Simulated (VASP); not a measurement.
Data:

```
CELL_PARAMETERS angstrom
      0.00000     2.86685     2.86685
      2.86685     0.00000     2.86685
      2.86685     2.86685     0.00000
ATOMIC_POSITIONS crystal
  Ge 0.00000 0.00000 0.00000
  Ge 0.25000 0.25000 0.25000
```

Level of theory: PBE GGA with D3 dispersion (zero damping), VASP's PBE PAW potentials (set 64) (plane waves; VASP). Settings: 520 eV cut-off, 11×11×11 Γ-centred mesh, first-order Methfessel-Paxton smearing of 0.10 eV, potentials Ge_d.

Question: Estimate the energy per atom (σ→0), band gap (on the k-mesh) with the smallest direct gap where there is one.

Answer: 
```yaml
band gap (on the k-mesh): none (metal, semimetal or under 0.01 eV)
energy per atom (σ→0): -4.683 eV/atom
```

Only differences to runs with the same potentials and settings are physical.

The compound is Ge in the diamond structure. It was relaxed first.
